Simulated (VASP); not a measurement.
OSZICAR of a VASP run on Ni3Ge (space group Pm-3m):

File OSZICAR:
```
       N       E                     dE             d eps       ncg     rms          rms(c)
DAV:   1     0.286645387262E+03    0.28665E+03   -0.17394E+04  1892   0.330E+03
DAV:   2     0.667414136211E+01   -0.27997E+03   -0.27359E+03  1820   0.539E+02
DAV:   3    -0.285253457355E+02   -0.35199E+02   -0.34413E+02  1836   0.176E+02
DAV:   4    -0.295492279022E+02   -0.10239E+01   -0.10201E+01  1956   0.351E+01
DAV:   5    -0.295720974662E+02   -0.22870E-01   -0.22864E-01  2160   0.457E+00    0.184E+01
DAV:   6    -0.287898446979E+02    0.78225E+00   -0.43107E+01  2082   0.885E+01    0.136E+01
DAV:   7    -0.264919654538E+02    0.22979E+01   -0.14103E+01  1918   0.508E+01    0.414E+00
DAV:   8    -0.264128020328E+02    0.79163E-01   -0.58876E-01  2062   0.641E+00    0.105E+00
DAV:   9    -0.264032685685E+02    0.95335E-02   -0.27315E-02  2364   0.226E+00    0.433E-01
DAV:  10    -0.264009727946E+02    0.22958E-02   -0.39210E-03  2540   0.799E-01    0.119E-01
DAV:  11    -0.264008620166E+02    0.11078E-03   -0.41192E-04  2140   0.198E-01    0.366E-02
DAV:  12    -0.264008662827E+02   -0.42661E-05   -0.32714E-05  1964   0.799E-02    0.654E-03
DAV:  13    -0.264008661327E+02    0.15001E-06   -0.21317E-06  1476   0.153E-02
   1 F= -.26400866E+02 E0= -.26401510E+02  d E =-.264009E+02
```

### Question
Which electronic solver shows in the log?

### Answer
It is blocked Davidson (ALGO = Normal, or the opening steps of other solvers). The INCAR had ALGO = Normal.

### Question
How was spin treated?

### Answer
Without spin polarisation: there is no mag entry.

### Question
Can the final energy be trusted as converged?

### Answer
The run converged. It stopped with EDIFF = 1E-6, NELM = 100, NSW = 60 and EDIFFG = -0.02 after 1 ionic step (LDA (Ceperley-Alder, Perdew-Zunger), plane waves, VASP's LDA PAW potentials (set 64)).

The structure comes from a computed database's Ni3Ge entry (Pm-3m); how it stands against other phases isn't given here. It was relaxed first. The start is the result of an earlier pass. The run is not spin-polarised, so no magnetic state was tried.
